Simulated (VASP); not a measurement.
RbIr3:

```xyz
4
Lattice="4.4584 0.0000 0.0000 0.0000 4.4584 0.0000 0.0000 0.0000 4.4584" Properties=species:S:1:pos:R:3 pbc="T T T"
Rb    2.2292    2.2292    2.2292
Ir    2.2292    0.0000    0.0000
Ir    0.0000    2.2292    0.0000
Ir    0.0000    0.0000    2.2292
```

The cell was built by a generator and needn't be a form met in nature.

The cell isn't the ideal one: random cell by space group and Wyckoff sites (Pm-3m, No. 221).

* Program: VASP 6.6.1
* Task: relaxation of cell and atoms
* Functional: PBE
* Potentials or basis: VASP PAW PBE potentials, release 64 (Rb_sv, Ir)
* Cutoff: 600 eV
* k mesh: 4 × 4 × 4
* Occupations: gaussian, width 0.1 eV
* Spin: no spin polarisation

At the start: pressure -16.3 GPa; volume 22.15 Å³/atom.

Question: How do energy, volume and symmetry change on relaxing?

Answer: Over 4 steps the energy falls by 262.2 meV/atom and the volume is 18.01 Å³/atom (-18.7 %); space group Pm-3m (No. 221, to 0.05 Å).

The path:
```tsv
step	energy change (eV)	largest force (eV/Å)	pressure (GPa)	volume (Å³)
1	0.0000	0.0000	-16.26	88.62
2	-0.3789	0.0000	26.64	62.80
3	-1.0482	0.0000	-0.57	72.36
4	-1.0487	0.0000	0.00	72.06
```

Final structure:
```
Rb Ir
1.0
     4.16124    0.00000    0.00000
     0.00000    4.16124    0.00000
     0.00000    0.00000    4.16124
Rb Ir
1 3
Cartesian
  2.0806 2.0806 2.0806
  2.0806 0.0000 0.0000
  0.0000 2.0806 0.0000
  0.0000 0.0000 2.0806
```

Caveat: the volume moved by over 15 % at a fixed basis, so the end points are rough.
